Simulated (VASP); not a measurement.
Calculation: PBE GGA, VASP's PBE PAW potentials (set 64) (plane waves; VASP).

VASP input:

### POSCAR
```
CoSi2
1
    0.0000000000     2.7054840086     2.7054840086
    2.7054840086     0.0000000000     2.7054840086
    2.7054840086     2.7054840086     0.0000000000
Co Si
1 2
Direct
  0.0000000000   0.0000000000   0.0000000000
  0.2500000000   0.2500000000   0.2500000000
  0.7500000000   0.7500000000   0.7500000000
```

**INCAR**
```
SYSTEM = CoSi2
PREC = Accurate
ENCUT = 480
EDIFF = 1E-7
NELM = 100
ALGO = Normal
LREAL = .FALSE.
LASPH = .TRUE.
ISMEAR = 1
SIGMA = 0.1
GGA = PE
LMAXMIX = 4
LWAVE = .FALSE.
LCHARG = .FALSE.
ISIF = 2
IBRION = 2
NSW = 30
EDIFFG = -0.01
```

File KPOINTS:
```
Automatic
0
G
10 10 10
```

POTCAR, in this order: Co Si (PBE.64 set). Program: vasp_std.

Output of the run:

OSZICAR:
```
       N       E                     dE             d eps       ncg     rms          rms(c)
DAV:   1     0.666313806698E+02    0.66631E+02   -0.66728E+03  1128   0.126E+03
DAV:   2    -0.166321198057E+02   -0.83264E+02   -0.78498E+02  1136   0.247E+02
DAV:   3    -0.206045998951E+02   -0.39725E+01   -0.38702E+01  1492   0.621E+01
DAV:   4    -0.206973520193E+02   -0.92752E-01   -0.92337E-01  1396   0.905E+00
DAV:   5    -0.207001120091E+02   -0.27600E-02   -0.27576E-02  1488   0.155E+00    0.141E+01
DAV:   6    -0.246899631700E+02   -0.39899E+01   -0.43437E+01  1420   0.138E+02    0.188E+01
DAV:   7    -0.192806991918E+02    0.54093E+01   -0.17795E+01  1520   0.109E+02    0.329E+00
DAV:   8    -0.193128784528E+02   -0.32179E-01   -0.11090E+00  1356   0.922E+00    0.191E+00
DAV:   9    -0.192777432527E+02    0.35135E-01   -0.11209E-01  1440   0.700E+00    0.455E-01
DAV:  10    -0.192777356452E+02    0.76074E-05   -0.64873E-03  1600   0.107E+00    0.923E-02
DAV:  11    -0.192776643298E+02    0.71315E-04   -0.50820E-04  1620   0.435E-01    0.414E-02
DAV:  12    -0.192776929911E+02   -0.28661E-04   -0.60783E-05  1240   0.717E-02    0.265E-02
DAV:  13    -0.192776922879E+02    0.70323E-06   -0.46737E-06  1452   0.191E-02    0.452E-03
DAV:  14    -0.192776924316E+02   -0.14373E-06   -0.87426E-07  1520   0.135E-02    0.333E-03
DAV:  15    -0.192776925641E+02   -0.13248E-06   -0.19542E-07   948   0.942E-03    0.558E-04
DAV:  16    -0.192776926414E+02   -0.77316E-07   -0.73244E-08   704   0.209E-03
   1 F= -.19277693E+02 E0= -.19278087E+02  d E =-.192777E+02
```

File OUTCAR:
```
------------------------ aborting loop because EDIFF is reached ----------------------------------------
  FORCE on cell =-STRESS in cart. coord.  units (eV):
  Direction    XX          YY          ZZ          XY          YZ          ZX
  --------------------------------------------------------------------------------------
  Total       -1.2263737     -1.2263737     -1.2263737     -0.0000000     -0.0000000      0.0000000
  in kB      -49.6099173    -49.6099173    -49.6099173     -0.0000000     -0.0000000      0.0000000
  external PRESSURE =     -49.6099173 kB  Pullay stress =       0.0000000 kB
  volume of cell :       39.61
      direct lattice vectors                 reciprocal lattice vectors
     0.000000000  2.705484009  2.705484009    -0.184809815  0.184809815  0.184809815
     2.705484009  0.000000000  2.705484009     0.184809815 -0.184809815  0.184809815
     2.705484009  2.705484009  0.000000000     0.184809815  0.184809815 -0.184809815
 POSITION                                       TOTAL-FORCE (eV/Angst)
 -----------------------------------------------------------------------------------
      0.00000      0.00000      0.00000        -0.000000     -0.000000      0.000000
      1.35274      1.35274      1.35274         0.000000      0.000000     -0.000000
      4.05823      4.05823      4.05823        -0.000000     -0.000000      0.000000
 -----------------------------------------------------------------------------------
    total drift:                               -0.000000     -0.000000      0.000000
  FREE ENERGIE OF THE ION-ELECTRON SYSTEM (eV)
  ---------------------------------------------------
  free  energy   TOTEN  =       -19.2776926414 eV

  energy  without entropy=      -19.2788768133  energy(sigma->0) =      -19.27808737

 reached required accuracy - stopping structural energy minimisation
```
(Selected blocks of OUTCAR.)

The compound is CoSi2 in the fluorite structure. This cell was strained or had an atom moved on purpose. The run is not spin-polarised, so no magnetic state was tried. The electron count is odd and the run is not spin-polarised, which forces a metal.
